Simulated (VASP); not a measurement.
A convergence study with VASP on Ir (space group Fm-3m): a few settings are varied, all else stays as given below, so the limit is that of these other settings.

```
CELL_PARAMETERS angstrom
      0.00000     1.91040     1.91040
      1.91040     0.00000     1.91040
      1.91040     1.91040     0.00000
ATOMIC_POSITIONS crystal
  Ir 0.00000 0.00000 0.00000
```

All values below come from PBE GGA, VASP's PBE PAW potentials (set 64) (plane waves; VASP 6.6.1). The last row used: 300 eV cut-off, 22×22×22 Γ-centred mesh, tetrahedra with Blöchl corrections, potentials Ir.

```
setting        E (eV/atom)  pressure (GPa)  irreducible k-points
-------------  -----------  --------------  --------------------
6×6×6 mesh         -8.7587           15.59                    16
8×8×8 mesh         -8.7804           15.27                    29
9×9×9 mesh         -8.8187           14.79                    35
12×12×12 mesh      -8.8250           14.53                    72
14×14×14 mesh      -8.8201           14.57                   104
18×18×18 mesh      -8.8234           14.64                   195
22×22×22 mesh      -8.8224           14.64                   328
```

Left out are rungs that failed or repeat a setting and relaxations that didn't move; long series are thinned to 24 rows.

The structure is a typed Ir crystal (space group no. 225). The cell was not relaxed at this level.
